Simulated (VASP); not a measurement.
# Nb: which input changes matter

Which changes to a sound input spoil a run on Nb, which are harmless, and which give a warning? All runs use PBE. The start is a cell from a database of measured crystal structures.

Method: PBE; plane waves and PAW (Nb_sv), in VASP 6.6.1.

This is a report of a sequence of runs, with most program output left out.

## 1. Starting point

Symmetry: Im-3m, No. 229, cubic system. Conventional cell: a = 3.301 Å, b = 3.301 Å, c = 3.301 Å, α = 90.00°, β = 90.00°, γ = 90.00°. Nearest to Nb lie 8 Nb at 2.86 Å.

Coordinates:

```cif
data_structure
_symmetry_space_group_name_H-M 'P 1'
_symmetry_Int_Tables_number 1
_cell_length_a 2.8589
_cell_length_b 2.8589
_cell_length_c 2.8589
_cell_angle_alpha 109.471
_cell_angle_beta 109.471
_cell_angle_gamma 109.471
_cell_volume 17.99
loop_
_atom_site_label
_atom_site_type_symbol
_atom_site_fract_x
_atom_site_fract_y
_atom_site_fract_z
_atom_site_occupancy
Nb1 Nb 0.00000 0.00000 0.00000 1
```

## 2. Reference run

A single point writes out density, ELF and potential. PBE, the usual starting point, adds the gradient of the density.

The input, INCAR:

```
SYSTEM = Nb
PREC = Accurate
ENCUT = 400
EDIFF = 1E-06
NELM = 100
ISMEAR = -1
SIGMA = 0.05
LREAL = .FALSE.
ALGO = Normal
GGA = PE
NBANDS = 12
LASPH = .TRUE.
LORBIT = 11
LWAVE = .FALSE.
LCHARG = .TRUE.
ISIF = 2
LELF = .TRUE.
LVHAR = .TRUE.
```

The input, POSCAR:

```
Nb
1.0
   -1.6506050000      1.6506050000      1.6506050000
    1.6506050000     -1.6506050000      1.6506050000
    1.6506050000      1.6506050000     -1.6506050000
Nb
1
Direct
    0.0000000000      0.0000000000      0.0000000000
```

The input, KPOINTS:

```
Automatic mesh
0
Gamma
9 9 9
0 0 0
```

Potentials, in the order of the species: Nb_sv (PBE family, release 64).

Command:

```console
mpirun -np 2 vasp_std
```

It took 4.4 s on 2 MPI ranks of Intel Xeon Platinum 8259CL at 2.50GHz (Skylake/Cascade Lake), shared host; peak memory 0.21 GiB.

This run has no spin polarisation. Its electron count is odd, so without a moment it is a metal by construction. The k-mesh is coarse for a metal.

Numbers from this step:

```yaml
scf_cycles: 12
electrons: 13
bands: 12
irreducible_k_points: 35
symmetry_operations: 48
free_energy_toten: -10.23 eV
energy_at_zero_smearing: -10.22 eV
fermi_energy: 11.21 eV
pressure: 0.1930 GPa
metallic: yes
```

ELF in the ac plane of the conventional cell at fractional y = 0.000, with atoms of Nb within 0.2 Å of it. It is the smooth field of the valence electrons, not physical close to the nuclei.

Ten even steps from '_' (0.17) to '@' (0.72), each cell a mean:
```
@@@@@@**::__::--..__--##@@@@
@@@@%%++....--==::__::**@@@@
%%##++::..::==++==....--**##
----::..::--++++++--....::--
____..::--====++++==--..____
....--==++====--==++++==::..
----==++++==------++++++==--
..::--==++====--====++==--::
____..::============--::..__
::......::==++++++--::....::
****==::..::==++==::..::++**
@@@@%%==....--==--..::++%%@@
@@@@@@**..__::--..__--##@@@@
@@@@@@**::__..--..__--%%@@@@
```
Columns run along a (3.3 Å), rows up along c (3.3 Å), edges of the conventional cell, whose origin can differ from the input's. Atoms in or near the plane, at fractional coordinates: Nb at (0.00, 0.00).

Valence density in the ac plane of the conventional cell at fractional y = 0.000, with atoms of Nb within 0.2 Å of it. It is the smooth field of the valence electrons, not physical close to the nuclei.

Ten even steps from '0' (0.2 e/Å³) to '9' (7.3 e/Å³), each cell a mean:
```
97420000000258
65310000000145
32100000000012
00000000000000
00000000000000
00000000000000
00000000000000
00000000000000
00000000000000
00000000000000
21100000000012
54210000000134
87410000000257
98520000000369
```
Columns run along a (3.3 Å), rows up along c (3.3 Å), edges of the conventional cell, whose origin can differ from the input's. Atoms in or near the plane, at fractional coordinates: Nb at (0.00, 0.00).

Electrostatic potential energy in the ac plane of the conventional cell at fractional y = 0.000, with atoms of Nb within 0.2 Å of it. With pseudopotentials it is smooth inside the atoms' cores, unlike the true potential.

Ten even steps from '0' (-72 eV) to '9' (2 eV), each cell a mean:
```
00147999986300
01258999997420
33579999998643
66899999999876
89999999999998
99999999999999
99999999999999
99999999999999
99999999999999
77899999999987
34689999999754
11368999998521
00147999996310
00137999986300
```
Columns run along a (3.3 Å; values clipped at the 3rd and 97th percentile), rows up along c (3.3 Å), edges of the conventional cell, whose origin can differ from the input's. Atoms in or near the plane, at fractional coordinates: Nb at (0.00, 0.00).

The pressure is 0.19 GPa and the largest force 0.000 eV/Å.

## 3. Self-consistent run (PBE), changed input

A single point gives energy, forces and stress at these settings. Some settings are moved from the usual, to see what they do.

The input, INCAR:

```
SYSTEM = Nb
PREC = Accurate
ENCUT = 400
EDIFF = 1E-06
NELM = 100
ISMEAR = 1
SIGMA = 0.2
LREAL = .FALSE.
ALGO = Normal
GGA = PE
NBANDS = 12
LASPH = .TRUE.
LORBIT = 11
LWAVE = .FALSE.
LCHARG = .FALSE.
KPAR = 2
ISIF = 2
```

POSCAR is that of step 2.

KPOINTS is that of step 2.

Command:

```console
mpirun -np 2 vasp_std
```

It took 4 s on 2 MPI ranks; peak memory 0.23 GiB; 7.2 s of CPU time.

This step gave:

```
free energy (TOTEN) : -10.22 eV
Fermi energy        : 11.20 eV
pressure            : 0.1169 GPa
```

Against the reference run the energy at zero smearing moves by -0.18 meV an atom and the pressure by -0.08 GPa.

## 4. Total energy, forces and stress (PBE), changed input

This run is made with a changed input; what comes of it follows.

The input, INCAR:

```
SYSTEM = Nb
PREC = Accurate
ENCUT = 400
EDIFF = 1E-06
NELM = 64
ISMEAR = -1
SIGMA = 0.05
LREAL = .FALSE.
ALGO = Normal
GGA = PE
NBANDS = 5
LASPH = .TRUE.
LORBIT = 11
LWAVE = .FALSE.
LCHARG = .FALSE.
KPAR = 2
ISIF = 2
```

POSCAR is that of step 3.

KPOINTS is that of step 3.

Command:

```console
mpirun -np 2 vasp_std
```

Wall time 2.8 s (2 MPI ranks).

VASP stopped before it finished a first electronic cycle.

VASP's message: “The number of bands is not sufficient to hold all electrons. I am sorry, but this calculation does not make sense. If you want to”. No number of this run is used.

The fault in the input: too few bands (NBANDS = 5). Raise NBANDS over half the electron count, with some empty bands.

## 5. A single point (PBE), changed input

Changes to INCAR since step 4:

```diff
@@ -3,4 +3,4 @@
 ENCUT = 400
-EDIFF = 1E-06
-NELM = 64
+EDIFF = 1E-08
+NELM = 100
 ISMEAR = -1
@@ -10,3 +10,3 @@
 GGA = PE
-NBANDS = 5
+NBANDS = 12
 LASPH = .TRUE.
```

POSCAR is that of step 4.

KPOINTS is that of step 4.

Command:

```console
mpirun -np 2 vasp_std
```

The job ended after 4.8 s (2 MPI ranks; peak memory 0.23 GiB).

This step gave:

```yaml
scf_cycles: 15
free_energy_toten: -10.23 eV
fermi_energy: 11.21 eV
pressure: 0.1945 GPa
```

Energy and pressure equal those of the reference run, within 0.01 meV an atom and 0.01 GPa.

The run ends at a pressure of 0.19 GPa.

## 6. Full relaxation (PBE), changed input

Properties are meant for the cell that this level of theory prefers, so cell and atoms are relaxed first (ISIF = 3) until forces and stress are small; EDIFFG sets the threshold. Some settings are moved from the usual, to see what they do.

Changes to INCAR since step 5:

```diff
@@ -2,4 +2,4 @@
 PREC = Accurate
-ENCUT = 400
-EDIFF = 1E-08
+ENCUT = 700
+EDIFF = 1E-06
 NELM = 100
@@ -16,2 +16,7 @@
 KPAR = 2
-ISIF = 2
+IBRION = 2
+NSW = 60
+ISIF = 3
+EDIFFG = -0.01
+IMIX = 1
+AMIX = 0.1
```

POSCAR is that of step 5.

KPOINTS is that of step 5.

Command:

```console
mpirun -np 2 vasp_std
```

Elapsed: 1.7 min, on 2 MPI ranks; peak memory 0.3 GiB.

IMIX and AMIX act on the way to self-consistency or on speed; a fully converged result doesn't depend on them, though slow mixing can meet EDIFF with the stress still off. The run keeps the 48 symmetry operations of its start, so it cannot find a distortion of lower symmetry.

Little changed from the start: no atom moved by 0.005 Å and no cell edge by 0.1 %.

Numbers from this step:

```yaml
energy_at_zero_smearing: -10.23 eV
fermi_energy: 11.20 eV
pressure: 0.03070 GPa
scf_cycles_over_all_ionic_steps: 172
```

It ends with forces that vanish by symmetry and a pressure of 0.03 GPa.

## 7. Relaxing cell and atoms (PBE), changed input

The input, INCAR:

```
SYSTEM = Nb
PREC = Accurate
ENCUT = 400
EDIFF = 1E-06
NELM = 95
ISMEAR = -1
SIGMA = 0.05
LREAL = .FALSE.
ALGO = Normal
GGA = PE
NBANDS = 12
LASPH = .TRUE.
LORBIT = 11
LWAVE = .FALSE.
LCHARG = .FALSE.
KPAR = 2
IBRION = 2
NSW = 30
ISIF = 3
EDIFFG = -0.01
ICHARG = 11
```

POSCAR is that of step 6.

KPOINTS is that of step 6.

Command:

```console
mpirun -np 2 vasp_std
```

Wall time 2.8 s (2 MPI ranks).

VASP stopped before it finished a first electronic cycle.

VASP's message: “ERROR: charge density could not be read from file CHGCAR for ICHARG>10”. No number of this run is used.

The fault in the input: density file missing or never updated (ICHARG = 11). ICHARG = 11 needs the CHGCAR of a converged run, and 12 never updates the atomic density.

## 8. A single point (PBE), changed input, try 2

Changes to INCAR since step 7:

```diff
@@ -4,3 +4,3 @@
 EDIFF = 1E-06
-NELM = 95
+NELM = 100
 ISMEAR = -1
@@ -16,6 +16,3 @@
 KPAR = 2
-IBRION = 2
-NSW = 30
-ISIF = 3
-EDIFFG = -0.01
-ICHARG = 11
+ISIF = 2
+ISYM = 1
```

POSCAR is that of step 7.

KPOINTS is that of step 7.

Command:

```console
mpirun -np 2 vasp_std
```

Run time: 4 s. Hardware: 2 MPI ranks; peak memory 0.22 GiB.

Numbers from this step:

| Property | Result |
| --- | --- |
| SCF cycles | 12 |
| energy at zero smearing | -10.22 eV |
| Fermi energy | 11.21 eV |
| pressure | 0.1930 GPa |

Energy and pressure equal those of the reference run, within 0.01 meV an atom and 0.01 GPa.

The run ends at a pressure of 0.19 GPa.

## 9. Full relaxation (PBE)

Properties are meant for the cell that this level of theory prefers, so cell and atoms are relaxed first (ISIF = 3) until forces and stress are small; EDIFFG sets the threshold.

Changes to INCAR since step 8:

```diff
@@ -16,3 +16,5 @@
 KPAR = 2
-ISIF = 2
-ISYM = 1
+IBRION = 2
+NSW = 60
+ISIF = 3
+EDIFFG = -0.01
```

POSCAR is that of step 8.

KPOINTS is that of step 8.

Command:

```console
mpirun -np 2 vasp_std
```

Run time: 8.2 s. Hardware: 2 MPI ranks; peak memory 0.24 GiB.

Little changed from the start: no atom moved by 0.005 Å and no cell edge by 0.1 %.

This step gave:

| Item | Value |
| --- | --- |
| Fermi energy | 11.19 eV |
| pressure | 0.006452 GPa |
| SCF cycles over all ionic steps | 25 |

It ends with forces that vanish by symmetry and a pressure of 0.01 GPa.

## 10. Side by side

| changed | job | ended | energy (meV/atom) | pressure (GPa) | volume (%) |
| --- | --- | --- | --- | --- | --- |
| ISMEAR = 1, SIGMA = 0.2 | single point | converged | -0.18 | -0.08 | - |
| NBANDS = 5 | single point | refused | - | - | - |
| EDIFF = 1e-08 | single point | converged | +0.00 | +0.00 | - |
| ENCUT = 700, IMIX = 1, AMIX = 0.1 | relaxation | converged | - | - | -0.1 |
| ICHARG = 11 | relaxation | refused | - | - | - |
| ISYM = 1 | single point | converged | +0.00 | -0.00 | - |

## 11. Outcome

```json
{
 "ISMEAR = 1, SIGMA = 0.2 (single point)": "converged, -0.18 meV/atom",
 "NBANDS = 5 (single point)": "refused",
 "EDIFF = 1e-08 (single point)": "converged, +0.00 meV/atom",
 "ENCUT = 700, IMIX = 1, AMIX = 0.1 (relaxation)": "converged, volume -0.1 %",
 "ICHARG = 11 (relaxation)": "refused",
 "ISYM = 1 (single point)": "converged, +0.00 meV/atom"
}
```

Changes that show themselves, by a stop, a warning or no convergence: NBANDS = 5; ICHARG = 11. Changes with no effect beyond 1 meV an atom and 0.1 GPa here: ISMEAR = 1, SIGMA = 0.2; EDIFF = 1e-08; ISYM = 1. Differences of single points are from the reference run, and of volumes from the sound relaxation. The k-sampling is coarse for a metal, so the Fermi level, pressures and the shape of the cell carry errors.

[Lines on the potential files, build, host, timing and source positions are cut from VASP's logs without a mark.]

[Logs are printed without paths, hosts, clocks, repeated set-up lines and the standing remarks that a program may print on its own settings, such as how far it seeks lower states.]

[Hosts, paths, dates, database ids (printed as entryN), source tags and the programs' standing remarks are cut or masked in the printed files.]

[A measured line is paired with the nearest computed mode of its activity, which favours agreement.]
